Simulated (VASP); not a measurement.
These are PBE GGA, VASP's PBE PAW potentials (set 64) (plane waves; VASP 6.6.1) values and carry that method's errors.

Input for VASP

### INCAR
```
ALGO = Fast
EDIFF = 1E-5
EDIFFG = -0.03
ENCUT = 400
GGA = PE
IBRION = 2
ISIF = 2
ISMEAR = 0
ISPIN = 2
ISYM = 0
LASPH = .TRUE.
LCHARG = .FALSE.
LMAXMIX = 4
LORBIT = 10
LREAL = Auto
LWAVE = .FALSE.
MAGMOM = 64*0.0156
NELECT = 259.0
NELM = 100
NELMIN = 4
NSW = 60
NUPDOWN = 1
PREC = Normal
SIGMA = 0.05
SYSTEM = AsSi63
```

### KPOINTS
```
Automatic mesh
0
Gamma
1 1 1
0 0 0
```

**POSCAR**
```
AsSi63
1
   10.9370747000     0.0000000000     0.0000000000
    0.0000000000    10.9370747000     0.0000000000
   -0.0000000000    -0.0000000000    10.9370747000
Si As
63 1
Direct
  0.5000000000   0.0000000000   0.0000000000
  0.6250000000   0.1250000000   0.1250000000
  0.7500000000   0.2500000000   0.0000000000
  0.8750000000   0.3750000000   0.1250000000
  0.7500000000   0.0000000000   0.2500000000
  0.8750000000   0.1250000000   0.3750000000
  0.0000000000   0.0000000000   0.0000000000
  0.1250000000   0.1250000000   0.1250000000
  0.2500000000   0.2500000000   0.0000000000
  0.3750000000   0.3750000000   0.1250000000
  0.5000000000   0.5000000000   0.0000000000
  0.6250000000   0.6250000000   0.1250000000
  0.7500000000   0.7500000000   0.0000000000
  0.8750000000   0.8750000000   0.1250000000
  0.2500000000   0.0000000000   0.2500000000
  0.3750000000   0.1250000000   0.3750000000
  0.5000000000   0.2500000000   0.2500000000
  0.6254290000   0.3793020000   0.3786580000
  0.7500000000   0.5000000000   0.2500000000
  0.8750000000   0.6250000000   0.3750000000
  0.5000000000   0.0000000000   0.5000000000
  0.6250000000   0.1250000000   0.6250000000
  0.7500000000   0.2500000000   0.5000000000
  0.8750000000   0.3750000000   0.6250000000
  0.7500000000   0.0000000000   0.7500000000
  0.8750000000   0.1250000000   0.8750000000
  0.0000000000   0.5000000000   0.0000000000
  0.1250000000   0.6250000000   0.1250000000
  0.2500000000   0.7500000000   0.0000000000
  0.3750000000   0.8750000000   0.1250000000
  0.0000000000   0.2500000000   0.2500000000
  0.1250000000   0.3750000000   0.3750000000
  0.2500000000   0.5000000000   0.2500000000
  0.3759740000   0.6267570000   0.3753710000
  0.5000000000   0.7500000000   0.2500000000
  0.6250000000   0.8750000000   0.3750000000
  0.0000000000   0.0000000000   0.5000000000
  0.1250000000   0.1250000000   0.6250000000
  0.2500000000   0.2500000000   0.5000000000
  0.3761170000   0.3793120000   0.6265250000
  0.6228090000   0.6212300000   0.6266010000
  0.7500000000   0.7500000000   0.5000000000
  0.8750000000   0.8750000000   0.6250000000
  0.2500000000   0.0000000000   0.7500000000
  0.3750000000   0.1250000000   0.8750000000
  0.5000000000   0.2500000000   0.7500000000
  0.6250000000   0.3750000000   0.8750000000
  0.7500000000   0.5000000000   0.7500000000
  0.8750000000   0.6250000000   0.8750000000
  0.0000000000   0.7500000000   0.2500000000
  0.1250000000   0.8750000000   0.3750000000
  0.0000000000   0.5000000000   0.5000000000
  0.1250000000   0.6250000000   0.6250000000
  0.2500000000   0.7500000000   0.5000000000
  0.3750000000   0.8750000000   0.6250000000
  0.0000000000   0.2500000000   0.7500000000
  0.1250000000   0.3750000000   0.8750000000
  0.2500000000   0.5000000000   0.7500000000
  0.3750000000   0.6250000000   0.8750000000
  0.5000000000   0.7500000000   0.7500000000
  0.6250000000   0.8750000000   0.8750000000
  0.0000000000   0.7500000000   0.7500000000
  0.1250000000   0.8750000000   0.8750000000
  0.4995110000   0.4974630000   0.5035510000
```

POTCAR, in this order: Si As (PBE.64 set). Program: vasp_gam.

Question: What will the output report for the number of irreducible k-points (NKPTS), largest plane-wave count, FFT grid (NGX, NGY, NGZ)?

Answer: 
The number of irreducible k-points (NKPTS) comes out as 1. The largest plane-wave count is 11924 and the FFT grid (NGX, NGY, NGZ) is 54 × 54 × 54.

The cell is a supercell with a defect, built from Si (diamond): As_Si, charge -2.
